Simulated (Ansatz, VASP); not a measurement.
BC5 in VASP and in Ansatz

```
B C
1.0
     0.00000    2.93338    2.93338
     2.93338    0.00000    2.93338
     2.93338    2.93338    0.00000
B C
1 5
Direct
  0.75000 0.75000 0.75000
  0.50000 0.50000 0.50000
  0.15526 0.53423 0.15526
  0.15526 0.15526 0.15526
  0.53423 0.15526 0.15526
  0.15526 0.15526 0.53423
```

The cell was built by a generator and needn't be a form met in nature.

Alike in both runs: task single point; functional PBE; k mesh 12 × 12 × 12; occupations gaussian, width 0.1 eV; no spin polarisation.

|  | VASP | Ansatz |
| --- | --- | --- |
| version | VASP 6.6.1 | Ansatz 0.2.0 |
| potentials or method | VASP PAW PBE potentials, release 64 (B, C) | scalar-relativistic, plane waves, PAW |
| plane-wave cutoff (eV) | 520 | 420 |
| valence electrons in the cell | 23 | 23 |

|  | VASP | Ansatz | Ansatz less VASP |
| --- | --- | --- | --- |
| gap on the k mesh at the Fermi level (eV) | none | none | - |
| pressure (GPa) | 0.4 | 0.0 | -0.41 |
| rms of the force components (eV/Å) | 0.054 | 0.000 | -0.0544 |

Atom by atom the forces differ by 0.055 eV/Å (rms over components). A gap of «none» marks a metal or a gap that the smearing closes.
